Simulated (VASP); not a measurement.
Level of theory: PBEsol GGA, VASP's PBE PAW potentials (set 64) (plane waves; VASP).

A VASP calculation is set up with these files.

INCAR:
```
SYSTEM = Pd
PREC = Accurate
ENCUT = 520
EDIFF = 1E-7
NELM = 100
ALGO = Normal
LREAL = .FALSE.
LASPH = .TRUE.
ISMEAR = 1
SIGMA = 0.1
GGA = PS
LMAXMIX = 4
LWAVE = .FALSE.
LCHARG = .FALSE.
ISIF = 2
```

### KPOINTS
```
Automatic mesh
0
Gamma
16 16 16
0 0 0
```

POSCAR:
```
Pd
1
    0.0000000000     1.9368831378     1.9368831378
    1.9368831378     0.0000000000     1.9368831378
    1.9368831378     1.9368831378     0.0000000000
Pd
1
Direct
  0.0000000000   0.0000000000   0.0000000000
```

POTCAR, in this order: Pd (PBE.64 set). Program: vasp_std.

What does the run give for the energy per atom (σ→0), band gap (on the k-mesh)?

```json
{
 "energy per atom (σ→0)": "-5.960 eV/atom",
 "band gap (on the k-mesh)": "none (metal, semimetal or under 0.01 eV)"
}
```

OSZICAR:
```
...
DAV:   5    -0.634455261465E+01   -0.24541E-04   -0.24539E-04  3078   0.129E-01    0.870E+00
DAV:   6    -0.597770842391E+01    0.36684E+00   -0.17098E+00  2665   0.124E+01    0.389E+00
DAV:   7    -0.596462135790E+01    0.13087E-01   -0.97862E-03  2932   0.930E-01    0.207E+00
DAV:   8    -0.595960507516E+01    0.50163E-02   -0.13536E-03  2820   0.291E-01    0.621E-02
DAV:   9    -0.595960795200E+01   -0.28768E-05   -0.11070E-05  3714   0.365E-02    0.124E-02
DAV:  10    -0.595961146528E+01   -0.35133E-05   -0.13096E-06  2940   0.103E-02    0.120E-03
DAV:  11    -0.595961141623E+01    0.49051E-07   -0.13726E-08  1768   0.117E-03
   1 F= -.59596114E+01 E0= -.59596256E+01  d E =0.425919E-04
```

The compound is Pd in the fcc structure. It was relaxed first.
